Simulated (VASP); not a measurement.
These are PBE GGA + U (Dudarev), VASP's PBE PAW potentials (set 64) (plane waves; VASP) values and carry that method's errors.

VASP ran on this input.

### INCAR
```
ALGO = Normal
EDIFF = 1E-6
ENCUT = 520
GGA = PE
ISIF = 2
ISMEAR = 0
ISPIN = 2
LASPH = .True.
LCHARG = .False.
LDAU = .True.
LDAUJ = 0 0
LDAUL = 2 -1
LDAUPRINT = 1
LDAUTYPE = 2
LDAUU = 2.0 0
LMAXMIX = 4
LORBIT = 10
LREAL = .False.
LWAVE = .False.
MAGMOM = 4.0 -4.0 0.0 0.0
NELM = 100
PREC = Accurate
SIGMA = 0.05
SYSTEM = FeO
```

KPOINTS:
```
K-points
0
gamma
  8 8 8
```

POSCAR:
```
FeO
1
    4.4166000000     2.2083000000     2.2083000000
    2.2083000000     4.4166000000     2.2083000000
    2.2083000000     2.2083000000     4.4166000000
Fe O
2 2
Direct
  0.0000000000   0.0000000000   0.0000000000
  0.5000000000   0.5000000000   0.5000000000
  0.2500000000   0.2500000000   0.2500000000
  0.7500000000   0.7500000000   0.7500000000
```

POTCAR, in this order: Fe O (PBE.64 set). Program: vasp_std.

### Question
What will the output report for the number of irreducible k-points (NKPTS), number of bands (NBANDS), largest plane-wave count, number of space-group operations, FFT grid (NGX, NGY, NGZ)?

### Answer

```
Property                                       Value
--------------------------------------  ------------
number of irreducible k-points (NKPTS)            65
number of bands (NBANDS)                          18
largest plane-wave count                        1178
number of space-group operations                  12
FFT grid (NGX, NGY, NGZ)                40 × 40 × 40
```

The compound is FeO in the rock salt, AFM-II order structure. The cell was not relaxed at this level. The run is one of a series of settings (LDAU = .TRUE., LDAUJ = 0 0, LDAUL = 2 -1, LDAUTYPE = 2, LDAUU = 2.0 0 against the base run), some of them coarse on purpose. A gapless solution with U can be a metastable orbital state.
